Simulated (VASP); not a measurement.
Level of theory: PBEsol GGA, VASP's PBE PAW potentials (set 64) (plane waves; VASP).

Input for VASP

File KPOINTS:
```
Automatic mesh
0
Gamma
11 11 11
0 0 0
```

### POSCAR
```
HfB
1
   -0.0000000000     2.5938100004     2.5938100004
    2.5938100004    -0.0000000000     2.5938100004
    2.5938100004     2.5938100004     0.0000000000
Hf B
1 1
Direct
  0.0000000000   0.0000000000   0.0000000000
  0.2500000000   0.2500000000   0.2500000000
```

INCAR:
```
SYSTEM  =  HfB
PREC  =  Accurate; ENCUT  =  520; LREAL  =  .False.
LASPH  =  .True.
EDIFF  =  1E-6; NELM  =  100; ALGO  =  Normal
LMAXMIX  =  6
ISMEAR  =  1; SIGMA  =  0.1
GGA  =  PS
IBRION  =  2; NSW  =  60; ISIF  =  3
EDIFFG  =  -0.01
LWAVE  =  .False.; LCHARG  =  .False.
```

POTCAR, in this order: Hf_pv B (PBE.64 set). Program: vasp_std.

The resulting files:

File OSZICAR:
```
       N       E                     dE             d eps       ncg     rms          rms(c)
DAV:   1     0.174593314571E+02    0.17459E+02   -0.69136E+03  1120   0.112E+03
DAV:   2    -0.173464799763E+02   -0.34806E+02   -0.33246E+02  1410   0.186E+02
DAV:   3    -0.185946666683E+02   -0.12482E+01   -0.12338E+01  1456   0.266E+01
DAV:   4    -0.186079164507E+02   -0.13250E-01   -0.13212E-01  1304   0.288E+00
DAV:   5    -0.186080872701E+02   -0.17082E-03   -0.17079E-03  1476   0.292E-01    0.468E+01
DAV:   6    -0.163536075169E+02    0.22545E+01   -0.86154E+00  1186   0.161E+01    0.278E+01
DAV:   7    -0.163213397852E+02    0.32268E-01   -0.87068E-01  1404   0.608E+00    0.109E+01
DAV:   8    -0.163071810933E+02    0.14159E-01   -0.12464E-01  1226   0.215E+00    0.961E-01
DAV:   9    -0.163061256656E+02    0.10554E-02   -0.79266E-03  1188   0.570E-01    0.177E-01
DAV:  10    -0.163061305495E+02   -0.48838E-05   -0.15778E-04  1278   0.106E-01    0.830E-02
DAV:  11    -0.163061317969E+02   -0.12474E-05   -0.35143E-05  1278   0.397E-02    0.420E-02
DAV:  12    -0.163061304018E+02    0.13951E-05   -0.56424E-06  1194   0.171E-02    0.493E-03
DAV:  13    -0.163061304168E+02   -0.14968E-07   -0.13452E-07   570   0.397E-03
   1 F= -.16306130E+02 E0= -.16305614E+02  d E =-.163061E+02
       N       E                     dE             d eps       ncg     rms          rms(c)
DAV:   1    -0.163066753982E+02   -0.54500E-03   -0.13276E-02  1124   0.111E+00    0.229E-01
DAV:   2    -0.163062627519E+02    0.41265E-03   -0.69416E-04  1122   0.253E-01    0.996E-02
DAV:   3    -0.163061494497E+02    0.11330E-03   -0.40164E-04  1192   0.166E-01    0.914E-02
DAV:   4    -0.163061494837E+02   -0.34057E-07   -0.53724E-06  1236   0.255E-02
   2 F= -.16306149E+02 E0= -.16305637E+02  d E =-.190670E-04
       N       E                     dE             d eps       ncg     rms          rms(c)
DAV:   1    -0.163062576619E+02   -0.10821E-03   -0.22495E-03  1120   0.457E-01    0.924E-02
DAV:   2    -0.163061897653E+02    0.67897E-04   -0.10332E-04  1120   0.973E-02    0.390E-02
DAV:   3    -0.163061699356E+02    0.19830E-04   -0.74451E-05  1172   0.713E-02    0.333E-02
DAV:   4    -0.163061699963E+02   -0.60718E-07   -0.92099E-07   776   0.108E-02
   3 F= -.16306170E+02 E0= -.16305658E+02  d E =-.395795E-04
```

File OUTCAR:
```
------------------------ aborting loop because EDIFF is reached ----------------------------------------
  FORCE on cell =-STRESS in cart. coord.  units (eV):
  Direction    XX          YY          ZZ          XY          YZ          ZX
  --------------------------------------------------------------------------------------
  Total       -0.0006087     -0.0006087     -0.0006087     -0.0000000     -0.0000000     -0.0000000
  in kB       -0.0278904     -0.0278904     -0.0278904     -0.0000000     -0.0000000     -0.0000000
  external PRESSURE =      -0.0278904 kB  Pullay stress =       0.0000000 kB
  volume of cell :       34.97
      direct lattice vectors                 reciprocal lattice vectors
    -0.000000000  2.595483324  2.595483324    -0.192642347  0.192642347  0.192642347
     2.595483324  0.000000000  2.595483324     0.192642347 -0.192642347  0.192642347
     2.595483324  2.595483324 -0.000000000     0.192642347  0.192642347 -0.192642347
 POSITION                                       TOTAL-FORCE (eV/Angst)
 -----------------------------------------------------------------------------------
      0.00000      0.00000      0.00000        -0.000000     -0.000000     -0.000000
      1.29774      1.29774      1.29774         0.000000      0.000000      0.000000
 -----------------------------------------------------------------------------------
    total drift:                                0.000000      0.000000      0.000000
  FREE ENERGIE OF THE ION-ELECTRON SYSTEM (eV)
  ---------------------------------------------------
  free  energy   TOTEN  =       -16.3061699963 eV

  energy  without entropy=      -16.3046332860  energy(sigma->0) =      -16.30565776

 reached required accuracy - stopping structural energy minimisation
```
(Selected blocks of OUTCAR.)

CONTCAR:
```
HfB
   1.00000000000000
    -0.0000000000000000    2.5954833236431885    2.5954833236431885
     2.5954833236431885    0.0000000000000000    2.5954833236431885
     2.5954833236431885    2.5954833236431885   -0.0000000000000000
  Hf              B
     1     1
Direct
     0.0000000000000000    0.0000000000000000    0.0000000000000000
     0.2500000000000000    0.2500000000000000    0.2500000000000000
```

### OUTCAR
```
 val. band max:        2.7805184077   @ k =   0.4545   0.2727   0.0909

 cond. band min:       2.8265917485   @ k =   0.3636   0.2727   0.0000


 Fermi energy:         2.7979742230

 k-point     1 :       0.0000    0.0000    0.0000
  band No.  band energies     occupation
      1     -26.8404      2.00000
      2     -26.8404      2.00000
      3     -26.8404      2.00000
      4      -5.3956      2.00000
      5       1.5437      2.00000
      6       1.5437      2.00000
      7       1.5437      2.00000
      8       6.1544      0.00000
      9       6.1544      0.00000
     10       8.8015      0.00000

 k-point     2 :       0.0909    0.0000    0.0000
  band No.  band energies     occupation
      1     -26.8582      2.00000
      2     -26.8431      2.00000
      3     -26.8431      2.00000
      4      -5.2427      2.00000
      5       1.3988      2.00000
      6       1.6136      2.00000
      7       1.6136      2.00000
      8       6.0581      0.00000
      9       6.0581      0.00000
     10       9.0976      0.00000

 k-point     3 :       0.1818    0.0000    0.0000
  band No.  band energies     occupation
      1     -26.9056      2.00000
      2     -26.8504      2.00000
      3     -26.8504      2.00000
      4      -4.8122      2.00000
      5       1.0672      2.00000
      6       1.7855      2.00000
      7       1.7855      2.00000
      8       5.9084      0.00000
      9       5.9084      0.00000
     10       9.6182      0.00000

 k-point     4 :       0.2727    0.0000    0.0000
  band No.  band energies     occupation
      1     -26.9669      2.00000
      2     -26.8598      2.00000
      3     -26.8598      2.00000
      4      -4.1958      2.00000
      5       0.7405      2.00000
      6       1.9604      2.00000
      7       1.9604      2.00000
      8       5.9644      0.00000
      9       5.9644      0.00000
     10       9.2058      0.00000

 k-point     5 :       0.3636    0.0000    0.0000
...
```

Unless said otherwise, spin-orbit coupling is left out, though it shifts the bands of the heavy elements here.

The structure was generated: HfB was put into the zinc blende type (F-43m), which need not be its known phase. This run relaxes it. Symmetry was kept, so distortions that lower it aren't found. The start is the result of an earlier pass. The electron count is odd and the run is not spin-polarised, which forces a metal.
